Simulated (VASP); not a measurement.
Computed with PBEsol GGA, VASP's PBE PAW potentials (set 64) (plane waves; VASP).

A VASP calculation is set up with these files.

### KPOINTS
```
Automatic
0
gamma
  18 18 18
0 0 0
```

INCAR:
```
NSW  =  40   ! most ionic steps
EDIFF  =  1E-6
SIGMA  =  0.1   ! width (eV)
PSTRESS  =  100   ! kbar
NELM  =  100   ! most electronic steps
MAGMOM  =  2.1
ENCUT  =  500   ! plane-wave cut-off (eV)
LWAVE  =  F
PREC  =  Accurate
LASPH  =  T
ISIF  =  3   ! ions, shape and volume
SYSTEM  =  Fe
LORBIT  =  10
GGA  =  PS   ! PBEsol
EDIFFG  =  -0.02   ! ionic stop
ISMEAR  =  1   ! Methfessel-Paxton
IBRION  =  2   ! conjugate gradients
LMAXMIX  =  4   ! l cut-off of mixed one-centre charges
ALGO  =  Normal   ! blocked Davidson
LCHARG  =  F
ISPIN  =  2
LREAL  =  F   ! projection in real space or not
```

**POSCAR**
```
Fe
1
   -1.3841304163     1.3841304163     1.3841304163
    1.3841304163    -1.3841304163     1.3841304163
    1.3841304163     1.3841304163    -1.3841304163
Fe
1
Direct
  0.0000000000   0.0000000000   0.0000000000
```

POTCAR, in this order: Fe (PBE.64 set). Program: vasp_std.

Output

File OUTCAR:
```
 ion  position               nearest neighbor table
   1  0.000  0.000  0.000-
  LATTYP: Found a body centered cubic cell.
 ALAT       =     2.7682608326
 Subroutine PRICEL returns:
 Original cell was already a primitive cell.
 Subroutine GETGRP returns: Found 48 space group operations
The static configuration has the point symmetry O_h .
The dynamic configuration has the point symmetry O_h .
The overall configuration has the point symmetry O_h .
 Subroutine INISYM returns: Found 48 space group operations
 Subroutine IBZKPT returns following result:
 Found    195 irreducible k-points:

 Following reciprocal coordinates:
            Coordinates               Weight
  0.000000  0.000000  0.000000      1.000000
  0.055556  0.000000  0.000000     12.000000
  0.111111  0.000000  0.000000     12.000000
  0.166667  0.000000  0.000000     12.000000
  0.222222  0.000000  0.000000     12.000000
  0.277778  0.000000  0.000000     12.000000
  0.333333  0.000000  0.000000     12.000000
  0.388889  0.000000  0.000000     12.000000
  0.444444  0.000000  0.000000     12.000000
  0.500000  0.000000  0.000000      6.000000
  0.055556  0.055556  0.000000     24.000000
  0.111111  0.055556  0.000000     48.000000
  0.166667  0.055556 -0.000000     48.000000
  0.222222  0.055556  0.000000     48.000000
  0.277778  0.055556  0.000000     48.000000
  0.333333  0.055556  0.000000     48.000000
  0.388889  0.055556 -0.000000     48.000000
  0.444444  0.055556  0.000000     48.000000
  0.111111  0.111111  0.000000     24.000000
  0.166667  0.111111  0.000000     48.000000
  0.222222  0.111111  0.000000     48.000000
  0.277778  0.111111  0.000000     48.000000
  0.333333  0.111111 -0.000000     48.000000
  0.388889  0.111111 -0.000000     48.000000
  0.444444  0.111111  0.000000     24.000000
  0.166667  0.166667  0.000000     24.000000
  0.222222  0.166667 -0.000000     48.000000
  0.277778  0.166667 -0.000000     48.000000
  0.333333  0.166667 -0.000000     48.000000
  0.388889  0.166667  0.000000     48.000000
  0.222222  0.222222  0.000000     24.000000
  0.277778  0.222222  0.000000     48.000000
  0.333333  0.222222  0.000000     48.000000
  0.388889  0.222222 -0.000000     24.000000
  0.277778  0.277778  0.000000     24.000000
  0.333333  0.277778  0.000000     48.000000
  0.333333  0.333333  0.000000      8.000000
  0.055556  0.055556  0.055556      8.000000
  0.111111  0.055556  0.055556     24.000000
  0.166667  0.055556  0.055556     24.000000
   k-points           NKPTS =    195   k-points in BZ     NKDIM =    195   number of bands    NBANDS=      9
   number of dos      NEDOS =    301   number of ions     NIONS =      1
   total plane-waves  NPLWV =   5832
   dimension x,y,z NGX =    18 NGY =   18 NGZ =   18
   dimension x,y,z NGXF=    36 NGYF=   36 NGZF=   36
   ions per type =               1
   PREC   = accura    normal or accurate (medium, high low for compatibility)
   ISTART =      0    job   : 0-new  1-cont  2-samecut
   ICHARG =      2    charge: 1-file 2-atom 10-const
   ISPIN  =      2    spin polarized calculation?
   LNONCOLLINEAR =      F non collinear calculations
   LSORBIT =      F    spin-orbit coupling
   INIWAV =      1    electr: 0-lowe 1-rand  2-diag
   ENCUT  =  500.0 eV  36.75 Ry    6.06 a.u.   4.37  4.37  4.37*2*pi/ulx,y,z
   NELM   =    100;   NELMIN=  2; NELMDL= -5     # of ELM steps
   EDIFF  = 0.1E-05   stopping-criterion for ELM
   LREAL  =      F    real-space projection
   NLSPLINE    = F    spline interpolate recip. space projectors
   LMAXMIX     =    4 max onsite mixed and CHGCAR
...
```

### OSZICAR
```
       N       E                     dE             d eps       ncg     rms          rms(c)
DAV:   1     0.140300136702E+02    0.14030E+02   -0.41014E+03  7300   0.108E+03
DAV:   2    -0.985332893996E+01   -0.23883E+02   -0.22485E+02  7106   0.128E+02
DAV:   3    -0.101363698881E+02   -0.28304E+00   -0.28249E+00  7867   0.191E+01
DAV:   4    -0.101376024205E+02   -0.12325E-02   -0.12324E-02  7770   0.115E+00
DAV:   5    -0.101376132692E+02   -0.10849E-04   -0.10849E-04  7586   0.955E-02    0.129E+01
DAV:   6    -0.898666244219E+01    0.11510E+01   -0.12905E+01  7414   0.591E+01    0.477E+00
DAV:   7    -0.893299629445E+01    0.53666E-01   -0.59840E-01  7423   0.125E+01    0.312E+00
DAV:   8    -0.892497360390E+01    0.80227E-02   -0.59748E-03  8670   0.649E-01    0.149E+00
DAV:   9    -0.891618163080E+01    0.87920E-02   -0.73748E-03  8831   0.747E-01    0.403E-01
DAV:  10    -0.891644399097E+01   -0.26236E-03   -0.10815E-03  8278   0.399E-01    0.138E-01
DAV:  11    -0.891648095982E+01   -0.36969E-04   -0.12830E-04  7421   0.179E-01    0.271E-02
DAV:  12    -0.891648153933E+01   -0.57951E-06   -0.42147E-06  6533   0.318E-02
   1 F= -.82544473E+01 E0= -.82543836E+01  d E =-.825445E+01  mag=     2.0941
       N       E                     dE             d eps       ncg     rms          rms(c)
DAV:   1    -0.904952948015E+01   -0.13305E+00   -0.39056E+00  7304   0.352E+01    0.403E+00
DAV:   2    -0.889232588683E+01    0.15720E+00   -0.13462E+00  7419   0.184E+01    0.294E+00
DAV:   3    -0.888479710187E+01    0.75288E-02   -0.44985E-02  7538   0.355E+00    0.132E+00
DAV:   4    -0.888308125818E+01    0.17158E-02   -0.72794E-04  7428   0.411E-01    0.247E-01
DAV:   5    -0.888164549749E+01    0.14358E-02   -0.19178E-03  7540   0.418E-01    0.405E-02
DAV:   6    -0.888166365025E+01   -0.18153E-04   -0.29980E-05  7263   0.604E-02    0.243E-02
DAV:   7    -0.888166329040E+01    0.35985E-06   -0.26325E-06  7132   0.285E-02
   2 F= -.82508242E+01 E0= -.82509376E+01  d E =0.362313E-02  mag=     2.0002
       N       E                     dE             d eps       ncg     rms          rms(c)
DAV:   1    -0.896661806534E+01   -0.84954E-01   -0.14167E+00  7286   0.218E+01    0.240E+00
DAV:   2    -0.891202132732E+01    0.54597E-01   -0.56086E-01  7394   0.114E+01    0.192E+00
DAV:   3    -0.890808703860E+01    0.39343E-02   -0.24736E-02  7537   0.260E+00    0.797E-01
DAV:   4    -0.890747588983E+01    0.61115E-03   -0.39156E-04  7534   0.329E-01    0.175E-01
DAV:   5    -0.890694724328E+01    0.52865E-03   -0.71619E-04  7289   0.301E-01    0.265E-02
DAV:   6    -0.890695288967E+01   -0.56464E-05   -0.20598E-05  7468   0.573E-02    0.150E-02
DAV:   7    -0.890695368890E+01   -0.79923E-06   -0.10938E-06  5778   0.169E-02
   3 F= -.82577622E+01 E0= -.82576929E+01  d E =-.331490E-02  mag=     2.0615
```

**OUTCAR**
```
------------------------ aborting loop because EDIFF is reached ----------------------------------------
  FORCE on cell =-STRESS in cart. coord.  units (eV):
  Direction    XX          YY          ZZ          XY          YZ          ZX
  --------------------------------------------------------------------------------------
  Total        0.6488548      0.6488548      0.6488548      0.0000000      0.0000000     -0.0000000
  in kB       99.9481416     99.9481416     99.9481416      0.0000000      0.0000000     -0.0000000
  external PRESSURE =      -0.0518584 kB  Pullay stress =     100.0000000 kB
  volume of cell :       10.40
      direct lattice vectors                 reciprocal lattice vectors
    -1.375121700  1.375121700  1.375121700     0.000000000  0.363604181  0.363604181
     1.375121700 -1.375121700  1.375121700     0.363604181  0.000000000  0.363604181
     1.375121700  1.375121700 -1.375121700     0.363604181  0.363604181  0.000000000
 POSITION                                       TOTAL-FORCE (eV/Angst)
 -----------------------------------------------------------------------------------
      0.00000      0.00000      0.00000         0.000000      0.000000      0.000000
 -----------------------------------------------------------------------------------
    total drift:                                0.000000      0.000000      0.000000
  FREE ENERGIE OF THE ION-ELECTRON SYSTEM (eV)
  ---------------------------------------------------
  free  energy   TOTEN  =        -8.9069536889 eV

  energy  without entropy=       -8.9067458284  energy(sigma->0) =       -8.90688440
  enthalpy is  TOTEN    =        -8.2577622029 eV   P V=        0.6491914860

 total charge

# of ion       s       p       d       tot
------------------------------------------
    1        0.531   0.630   6.313   7.473

 magnetization (x)

# of ion       s       p       d       tot
------------------------------------------
    1       -0.011  -0.045   2.091   2.035

 reached required accuracy - stopping structural energy minimisation
```
(Selected blocks of OUTCAR.)

CONTCAR:
```
Fe
   1.00000000000000
    -1.3751217001962086    1.3751217001962086    1.3751217001962086
     1.3751217001962086   -1.3751217001962086    1.3751217001962086
     1.3751217001962086    1.3751217001962086   -1.3751217001962086
  Fe
     1
Direct
     0.0000000000000000    0.0000000000000000    0.0000000000000000
```

OUTCAR:
```
 val. band max:        6.6947059794   @ k =  -0.4444  -0.4444   0.0556

 cond. band min:       6.6972002058   @ k =  -0.2778   0.3333   0.2222


 Fermi energy:         6.6958800883

 spin component 1

 k-point     1 :       0.0000    0.0000    0.0000
  band No.  band energies     occupation
      1      -2.4414      1.00000
      2       4.1349      1.00000
      3       4.1349      1.00000
      4       4.1349      1.00000
      5       5.5836      1.00000
      6       5.5836      1.00000
      7      32.4030      0.00000
      8      32.4030      0.00000
      9      32.4030      0.00000

 k-point     2 :       0.0556    0.0000    0.0000
  band No.  band energies     occupation
      1      -2.3039      1.00000
      2       4.0939      1.00000
      3       4.1315      1.00000
      4       4.2138      1.00000
      5       5.5416      1.00000
      6       5.5869      1.00000
      7      31.5931      0.00000
      8      32.2347      0.00000
      9      32.3447      0.00000

 k-point     3 :       0.1111    0.0000    0.0000
  band No.  band energies     occupation
      1      -1.9007      1.00000
      2       3.9771      1.00000
      3       4.1089      1.00000
      4       4.4449      1.00000
      5       5.4441      1.00000
      6       5.5976      1.00000
      7      29.6946      0.00000
      8      31.6252      0.00000
      9      32.1953      0.00000

 k-point     4 :       0.1667    0.0000    0.0000
  band No.  band energies     occupation
      1      -1.2641      1.00000
      2       3.8016      1.00000
      3       4.0446      1.00000
      4       4.8105      1.00000
      5       5.3627      1.00000
      6       5.6175      1.00000
      7      27.2964      0.00000
      8      30.5663      0.00000
      9      32.0066      0.00000

 k-point     5 :       0.2222    0.0000    0.0000
  band No.  band energies     occupation
      1      -0.4661      1.00000
...
```

The compound is Fe in the bcc structure. This run relaxes it under an external pressure of 10 GPa. Symmetry was kept, so distortions that lower it aren't found.
